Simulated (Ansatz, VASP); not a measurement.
# Cross-check of K2SnTeCl2 between VASP and Ansatz

One calculation is typed for both programs; each brings its own data sets. How far apart do they land? The cell is generated by rule, not measured, and may not be a known phase. The cell is taken from a series of runs on this material, whose earlier steps may have relaxed, scaled, displaced or heated it; both programs get it as it stands.

Method: plane waves, with VASP 6.6.1 beside it; relaxation of cell and atoms at PBEsol, in Ansatz 0.2.0.

### 1. Set-up

Symmetry: Fmm2, No. 42, orthorhombic system. Conventional cell: a = 6.251 Å, b = 19.179 Å, c = 6.286 Å, α = 90.00°, β = 90.00°, γ = 90.00°. Nearest to Cl lie 1 Sn at 3.12 Å and 5 K at 3.13 to 3.15 Å. K has 5 Cl at 3.13 to 3.15 Å and 1 Te at 3.33 Å nearest. Nearest to Sn lie 4 Te at 2.95 to 3.34 Å and 2 Cl at 3.12 Å. Nearest to Te lie 4 Sn at 2.95 to 3.34 Å and 2 K at 3.33 Å. Farther neighbours and most contacts between anions are not listed.

### 2. Ansatz: relaxation of cell and atoms, PBEsol, pair 1

Ansatz runs on its default PAW (the set named soft_2) files.

The relaxed volume is the usual yardstick between codes: in a stiff, nearly cubic crystal its relative difference is about their pressure difference at one cell divided by the bulk modulus.

input.yaml

```yaml
crystal:
  lattice:
    - [0.0, 9.5892555498, 3.1430563758]
    - [3.1253815351, 0.0, 3.1430563758]
    - [3.1253815351, 9.5892555498, 0.0]
  atoms:
    - { symbol: Cl, position: [0.8247623982, 0.4994813132, 0.5005186868] }
    - { symbol: Cl, position: [0.4994813132, 0.8247623982, 0.1752376018] }
    - { symbol: K, position: [0.3344129841, 0.9881243878, 0.0118756122] }
    - { symbol: K, position: [0.9881243878, 0.3344129841, 0.6655870159] }
    - { symbol: Sn, position: [0.658204945, 0.658204945, 0.341795055] }
    - { symbol: Te, position: [0.1891325349, 0.1891325349, 0.8108674651] }
kpoints:
  mp_grid: { grid: [6, 6, 6] }
hamiltonian:
  xc: pbesol
scf:
  occupations: { method: fixed }
output:
  forces: true
  stress: true
  eigenvalues: true
relax:
  adjacent_minimum: "off"
  f_tol: 0.001
  max_steps: 60
  cell: { stress_tol: 0.01 }
```

Run with:

```console
ansatz run input.yaml --threads 8 --pin off --max-ram 14336MiB --backend cpu --events-out ev --progress --plain --runs-dir out
```

Numbers of over 12 decimals in the logs are rounded to 6 here.

Output:

```text
basis.fft_grid_basis auto: the FFT boxes are laid along the combinations [[1, 0, -1], [0, 1, 0], [0, 0, 1]] of the cell's own vectors, 4.432, 4.432 and 10.086 Å long. The dense box has 30×30×72 points. Along the cell's own vectors, as sized, it would have 72×30×72, 2.40 times as many. basis.fft_grid_basis: typed keeps the cell's own vectors: state it where this run's energies or levels are differenced outside the engine with another run's, or held beside a run that keeps those vectors.
Engine: ansatz 0.2.0, x86_64-unknown-linux-gnu
Pseudopotentials: kind: paw
Pseudopotential: Cl, paw, valence charge 7, recommended cutoff 420 eV (normal), Cl.paw.azcp
Pseudopotential: K, paw, valence charge 9, recommended cutoff 420 eV (normal), K.paw.azcp
Pseudopotential: Sn, paw, valence charge 14, recommended cutoff 420 eV (normal), Sn.paw.azcp
Pseudopotential: Te, paw, valence charge 16, recommended cutoff 420 eV (normal), Te.paw.azcp
Functional definition: PBEsol
  exchange = pbesol_x
  correlation = pbesol_c
Crystal: 6 atoms, lattice volume = 188.395 Å³
Basis set: ecut = 420 eV, 3697 PW (Γ), FFT grids on a1−a3, a2, a3, exchange–correlation on 60×60×144 points (8 copies of the dense FFT grid, shifted against one another)
Bands: 38, of which v1, the nominal top of the filled ones, is band 31 counted from 1 (30 counted from 0)
Symmetry: 4 space group operations
Space group: Fmm2 (ITA 42), of the structure as read, at distance tolerance 5.7e-5 Å
k-points: 46 of 216 (time reversal used)
Non-local potential: Cl, projectors of the file, l = 0: 2, l = 1: 2, l = 2: 2
Non-local potential: K, projectors of the file, l = 0: 3, l = 1: 2, l = 2: 2
Non-local potential: Sn, projectors of the file, l = 0: 2, l = 1: 2, l = 2: 2, l = 3: 2
Non-local potential: Te, projectors of the file, l = 0: 2, l = 1: 2, l = 2: 2, l = 3: 2
PAW form: soft (Blöchl's): semilocal exchange-correlation on the pseudo side does not see the compensation charge
PAW frozen core: Cl, regenerated for the run's functional, and the local potential with it (the file was generated under x = pbe(κ = 0.804, μ = 0.219515), c = pbe(β = 0.066725))
PAW frozen core: K, regenerated for the run's functional, and the local potential with it (the file was generated under x = pbe(κ = 0.804, μ = 0.219515), c = pbe(β = 0.066725))
PAW frozen core: Sn, regenerated for the run's functional, and the local potential with it (the file was generated under x = pbe(κ = 0.804, μ = 0.219515), c = pbe(β = 0.066725))
PAW frozen core: Te, regenerated for the run's functional, and the local potential with it (the file was generated under x = pbe(κ = 0.804, μ = 0.219515), c = pbe(β = 0.066725))
PAW one-centre angular grid: Cl, 110 points (default); XC on 64 Gauss nodes
PAW one-centre angular grid: K, 110 points (default); XC on 64 Gauss nodes
PAW one-centre angular grid: Sn, 590 points (default); XC on 64 Gauss nodes
PAW one-centre angular grid: Te, 590 points (default); XC on 64 Gauss nodes
Initial density: superposition of atomic densities (neutral atoms: chi_scale 0, normalization atom), corrected by the library's trained network
Initial wavefunctions: pseudopotential atomic-orbital guess
Functional: x = pbesol(κ = 0.804, μ = 0.123457), c = pbesol(β = 0.046)
SCF iter   1: F=—  HF=-18012.707262 eV  |F-HF|=—  |Δ(HF+E_count)|=         —  Δρ=4.15e-3  dr2=8.69e-2  ethr=1.77e-3  ⟨swp⟩=5.2  Hψ=6718  notcnv=0  defer=192
preconditioner: auto → Resta (q_TF=auto, 2.267 Å⁻¹)  ε∞=2.9  [insulator: Δε(μ)=0.685 eV  Ē_g=11.990 eV  n_scr=42 (ndim 8)  ℏωp=16.7 eV  f_vac=0.078  ε∞_Penn≈2.9]
SCF iter   2: F=—  HF=-18012.682400 eV  |F-HF|=—  |Δ(HF+E_count)|=   2.49e-2  Δρ=1.48e-3  dr2=1.11e-2  ethr=1.40e-4  ⟨swp⟩=2.8  Hψ=2546  notcnv=0  defer=230
SCF iter   3: F=—  HF=-18012.678979 eV  |F-HF|=—  |Δ(HF+E_count)|=   3.42e-3  Δρ=4.75e-4  dr2=1.02e-3  ethr=1.79e-5  ⟨swp⟩=3.7  Hψ=2467  notcnv=0  defer=230
SCF iter   4: F=—  HF=-18012.678769 eV  |F-HF|=—  |Δ(HF+E_count)|=   2.11e-4  Δρ=1.32e-4  dr2=4.71e-5  ethr=1.65e-6  ⟨swp⟩=2.4  Hψ=2258  notcnv=0  defer=230
SCF iter   5: F=—  HF=-18012.678784 eV  |F-HF|=—  |Δ(HF+E_count)|=   1.55e-5  Δρ=4.51e-5  dr2=4.76e-6  ethr=7.60e-8  ⟨swp⟩=2.0  Hψ=3166  notcnv=0  defer=218
SCF iter   6: F=—  HF=-18012.678787 eV  |F-HF|=—  |Δ(HF+E_count)|=   3.00e-6  Δρ=9.19e-6  dr2=2.58e-7  ethr=7.67e-9  ⟨swp⟩=2.0  Hψ=3069  notcnv=0  defer=219
SCF iter   7: F=-18012.678788 eV  HF=-18012.678788 eV  |F-HF|=9.21e-9  |Δ(HF+E_count)|=   2.54e-7  Δρ=3.06e-6  dr2=2.05e-8  ethr=1.61e-10  ⟨swp⟩=14.8  Hψ=11185  notcnv=0
SCF 1 converged in 7 iterations: F = -18012.678788 eV  dr2 = 2.05e-8
  greatest PAW one-centre occupation: 0.998 electrons in one spin orbital (limit 2), on the Te atom at site 5 (counted from 0), in its partial waves of l = 2
[...]
iter 1 solved again at ethr=4.23e-8 eV; its pass at ethr=3.10e-3 eV (dr2=2.62e-5 eV) is discarded
SCF iter   1: F=—  HF=-18012.678914 eV  |F-HF|=—  |Δ(HF+E_count)|=         —  Δρ=1.06e-4  dr2=2.87e-5  ethr=4.23e-8  ⟨swp⟩=3.3  Hψ=7281  notcnv=0  defer=207
preconditioner: auto → Resta (q_TF=auto, 2.267 Å⁻¹)  ε∞=2.9  [insulator: Δε(μ)=0.713 eV  Ē_g=12.100 eV  n_scr=42 (ndim 8)  ℏωp=16.7 eV  f_vac=0.072  ε∞_Penn≈2.9]
SCF iter   2: F=—  HF=-18012.678917 eV  |F-HF|=—  |Δ(HF+E_count)|=   2.54e-6  Δρ=5.21e-5  dr2=5.63e-6  ethr=4.23e-8  ⟨swp⟩=2.6  Hψ=2694  notcnv=0  defer=110
SCF iter   3: F=—  HF=-18012.678919 eV  |F-HF|=—  |Δ(HF+E_count)|=   2.57e-6  Δρ=1.23e-5  dr2=3.07e-7  ethr=9.07e-9  ⟨swp⟩=2.0  Hψ=1955  notcnv=0  defer=104
SCF iter   4: F=—  HF=-18012.678919 eV  |F-HF|=—  |Δ(HF+E_count)|=   3.14e-8  Δρ=2.21e-6  dr2=1.20e-8  ethr=4.95e-10  ⟨swp⟩=2.0  Hψ=2240  notcnv=0  defer=104
SCF iter   5: F=-18012.678919 eV  HF=-18012.678919 eV  |F-HF|=6.77e-10  |Δ(HF+E_count)|=   5.79e-9  Δρ=6.95e-7  dr2=1.18e-9  ethr=9.48e-12  ⟨swp⟩=11.3  Hψ=9976  notcnv=0
SCF 3 converged in 5 iterations: F = -18012.678919 eV  dr2 = 1.18e-9
relax step   3: F+E_penalty+E_count = -18012.67891927 eV  Δ(F+E_penalty+E_count) = -3.409e-5 eV  max|allowed force component| = 1.240e-3 eV/Å  Δτ_max = 0.0045 Å  P = +0.009 GPa  Ω = 188.410 Å³  energy of the carried Pulay correction = -9.131e-7 eV  (5 SCF iters, dr2 threshold 5.87e-9 eV, accepted)
[...]
relax step   4: F+E_penalty+E_count = -18012.67892367 eV  Δ(F+E_penalty+E_count) = -4.395e-6 eV  max|allowed force component| = 8.743e-4 eV/Å  Δτ_max = 0.0028 Å  P = +0.002 GPa  Ω = 188.483 Å³  energy of the carried Pulay correction = -5.556e-6 eV  (5 SCF iters, dr2 threshold 1.36e-9 eV, accepted)
[...]
relax step   5: F+E_penalty+E_count = -18012.67892988 eV  Δ(F+E_penalty+E_count) = -6.215e-6 eV  max|allowed force component| = 8.749e-4 eV/Å  Δτ_max = 0.0000 Å  P = +0.002 GPa  Ω = 188.483 Å³  stress off target by 9.69e-3 GPa  SCF on the basis re-selected at this cell (its energy is not comparable with the rows above)  (6 SCF iters)
basis re-selected at this cell: Δ(F+E_penalty+E_count) = -6.215e-6 eV, ΔP = +0.000 GPa vs the last step (what re-selecting the basis moved, of the pressure what is left beyond the Pulay correction that the steps carried, after the strain that the cell walked since its last selection, with what the two solves' SCF thresholds leave and, on support functions, any second-order correction that the steps lacked; it is no m [...]
SCF converged after 6 iterations
Free energy (F): -18012.678930 eV
Harris-Foulkes:  -18012.678930 eV  (|F-HF|=7.28e-12)
Internal energy: -18012.678930 eV  (E = F + TS)
E sigma→0 (E₀):  -18012.678930 eV
Fermi energy:    5.883806 eV
--- Per-component energies (eV) ---
  E_band       = -669.251879
  E_kinetic    = 1196.731116
  E_local      = -4718.026765  (includes V_loc(G=0)·N_el)
  E_nonlocal   = -253.875933
  E_hartree    = 2330.558369
  E_xc         = -983.112456
  E_vxc        = -772.805081  (∫ρ·V_xc dr)
  E_paw        = -11453.353607  (= ΣΔE_a)
  E_vpaw       = -782.391956  (= ΣTr[D̂ρ^β])
  E_aug_tail   = -0.000008  (compensation charges beyond the density's cutoff)
  E_ewald      = -4132.631936
  E_core_change = 1.032289  (= ΣΔE_core)
  E_smearing   = -0.000000  (= −TS)
  E_closure    = 0.000000  (closes the sum)
  Σ components = -18012.678930   (vs F -18012.678930, Δ=0.00e0)
--- Forces (eV/Å), atoms counted from 1 ---
  atom   1  Cl     0.00000000     0.00022110     0.00036950
  atom   2  Cl     0.00000000    -0.00022110     0.00036950
  atom   3  K      0.00000000     0.00009370    -0.00058183
  atom   4  K      0.00000000    -0.00009370    -0.00058183
  atom   5  Sn     0.00000000     0.00000000     0.00087494
  atom   6  Te     0.00000000     0.00000000    -0.00045020
  max |Σ_I F_I| component: 8.73e-8 eV/Å
--- Stress (GPa, compression-positive) ---
       -0.000923       0.000000       0.000000
        0.000000      -0.001741       0.000000
        0.000000       0.000000       0.009693
  P = ⅓ Tr σ = 0.0023 GPa (0.023 kbar)
--- Band table (eV; the first three rows and the last of 46) ---
  k-point 0: bands = [... 27 lower, 2.2091, 3.3428, 3.3536, 3.7152, 7.9332, 8.2543, 8.6791, 9.0019, ... 3 higher]
  k-point 1: bands = [... 27 lower, 2.1069, 3.5147, 3.7635, 4.0022, 7.8466, 8.3929, 8.8556, 9.3013, ... 3 higher]
  k-point 2: bands = [... 27 lower, 2.0438, 3.8907, 4.0278, 5.0141, 7.1268, 7.6804, 7.7253, 9.3007, ... 3 higher]
  k-point 45: bands = [... 27 lower, 1.9858, 2.1389, 2.3558, 4.2139, 7.4983, 8.5886, 9.3822, 9.4403, ... 3 higher]
--- Relaxed structure (4 steps of the walk, 4 accepted, 1 SCFs on fresh bases) ---
  F+E_penalty+E_count = -18012.67892988 eV   max|allowed force component| = 8.749e-4 eV/Å   (the final SCF, on the basis selected at the relaxed cell)
  cell:  # Å, volume = 188.4833 Å³
    - [0.0, 9.589712, 3.144227]
    - [3.125528, 0.0, 3.144227]
    - [3.125528, 9.589712, 0.0]
  atoms:
    - { symbol: Cl, position: [0.824659, 0.499323, 0.500677] }
    - { symbol: Cl, position: [0.499323, 0.824659, 0.175341] }
    - { symbol: K, position: [0.334234, 0.987957, 0.012043] }
    - { symbol: K, position: [0.987957, 0.334234, 0.665766] }
    - { symbol: Sn, position: [0.657369, 0.657369, 0.342631] }
    - { symbol: Te, position: [0.190578, 0.190578, 0.809422] }
```

(Continued in part 2 of 3.)

[Lines on the potential files, build, host, timing and source positions are cut from VASP's logs without a mark.]

[Logs are printed without paths, hosts, clocks, repeated set-up lines and the standing remarks that a program may print on its own settings, such as how far it seeks lower states.]

[Hosts, paths, dates, database ids (printed as entryN), source tags and the programs' standing remarks are cut or masked in the printed files.]
